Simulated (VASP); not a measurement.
All values below come from optB86b-vdW, VASP's PBE PAW potentials (set 64) (plane waves; VASP).

VASP input:

INCAR:
```
SYSTEM = SnO
PREC = Accurate
ENCUT = 520
EDIFF = 1E-6
NELM = 100
ALGO = Normal
LREAL = .FALSE.
LASPH = .TRUE.
ISMEAR = 0
SIGMA = 0.05
GGA = MK
PARAM1 = 0.1234
PARAM2 = 1.0
LUSE_VDW = .TRUE.
AGGAC = 0.0
LMAXMIX = 4
LWAVE = .FALSE.
LCHARG = .FALSE.
IBRION = 2
ISIF = 3
NSW = 60
EDIFFG = -0.02
```

**POSCAR**
```
SnO
1
    3.8362666589     0.0000000000     0.0000000000
    0.0000000000     3.8362666589     0.0000000000
    0.0000000000    -0.0000000000     4.7837096110
Sn O
2 2
Direct
  0.5000000000   0.0000000000   0.7575019025
  0.0000000000   0.5000000000   0.2424980975
  0.5000000000   0.5000000000   0.0000000000
  0.0000000000   1.0000000000   0.0000000000
```

KPOINTS:
```
Automatic
0
G
  5 5 4
0 0 0
```

POTCAR, in this order: Sn_d O (PBE.64 set). Program: vasp_std.

Q: Predict the energy per atom (σ→0), volume per atom.

A: 
```
Property                       Result
---------------------  --------------
energy per atom (σ→0)  -3.372 eV/atom
volume per atom         17.66 Å³/atom
```

OSZICAR:
```
...
       N       E                     dE             d eps       ncg     rms          rms(c)
DAV:   1    -0.134893137629E+02   -0.43560E-03   -0.25939E-02  1360   0.160E+00    0.125E-01
DAV:   2    -0.134889986506E+02    0.31511E-03   -0.15228E-03  1152   0.388E-01    0.397E-02
DAV:   3    -0.134889495952E+02    0.49055E-04   -0.12750E-04  1160   0.223E-01    0.173E-02
DAV:   4    -0.134889385536E+02    0.11042E-04   -0.39417E-05  1208   0.109E-01    0.465E-03
DAV:   5    -0.134889370919E+02    0.14616E-05   -0.94401E-06  1144   0.315E-02    0.244E-03
DAV:   6    -0.134889365800E+02    0.51192E-06   -0.49373E-07   480   0.845E-03
   4 F= -.13488937E+02 E0= -.13488937E+02  d E =-.581184E-04
```

The compound is SnO in the litharge structure. This run relaxes it. Symmetry was kept, so distortions that lower it aren't found. The start is the result of an earlier pass.
